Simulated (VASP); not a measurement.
VASP ran on this input.

**KPOINTS**
```
kpoints
0
gamma
 6 6 4
0 0 0
```

### POSCAR
```
MgTe
14.780
  0.1539242219  -0.2666046008   0.0000000000
  0.1539242219   0.2666046008   0.0000000000
  0.0000000000   0.0000000000   0.5000000000
Mg Te
2 2
Cart
  0.1539242219  -0.0888683780   0.2500000000
  0.1539242219   0.0888683780   0.0000000000
  0.1539242219  -0.0888683780   0.4380000000
  0.1539242219   0.0888683780   0.1880000000
```

### INCAR
```
LASPH = T
LMAXMIX = 4
ENCUT = 400   ! plane-wave cut-off (eV)
ISMEAR = 0   ! Gaussian
SIGMA = 0.05
SYSTEM = MgTe
NELM = 100
ALGO = Normal   ! blocked Davidson
LWAVE = F
GGA = PS   ! PBEsol
LREAL = F   ! projection in real space or not
PREC = Accurate
ISIF = 2
EDIFF = 1E-6
LCHARG = F
```

POTCAR, in this order: Mg Te (PBE.64 set). Program: vasp_std.

Q: Write an equivalent input for Quantum ESPRESSO's pw.x.

A: One equivalent input (not run):
```
&CONTROL
  calculation = 'scf'
  pseudo_dir = './pseudo'
  outdir = './out'
  tprnfor = .true.
  tstress = .true.
/
&SYSTEM
  ibrav = 0
  nat = 4
  ntyp = 2
  ecutwfc = 84
  occupations = 'smearing'
  smearing = 'gaussian'
  degauss = 0.003675
  input_dft = 'pbesol'
/
&ELECTRONS
  conv_thr = 7.3e-08
  electron_maxstep = 100
/
ATOMIC_SPECIES
  Mg 24.305 Mg.upf
  Te 127.600 Te.upf
CELL_PARAMETERS angstrom
     2.2750000   -3.9404160    0.0000000
     2.2750000    3.9404160    0.0000000
     0.0000000    0.0000000    7.3900000
ATOMIC_POSITIONS crystal
  Mg   0.6666670  0.3333330  0.5000000
  Mg   0.3333330  0.6666670  0.0000000
  Te   0.6666670  0.3333330  0.8760000
  Te   0.3333330  0.6666670  0.3760000
K_POINTS automatic
  6 6 4 0 0 0
```
Limits of the translation: the potentials are each code's own (VASP's PAW set, PseudoDojo norm-conserving files in pw.x), so ENCUT and ecutwfc are chosen apart and not converted; conv_thr bounds pw.x's estimated SCF error, while EDIFF bounds the energy change between steps.

The compound is MgTe in the wurtzite structure. The cell was not relaxed at this level. The run is one of a series of settings (GGA = PS against the base run), some of them coarse on purpose.
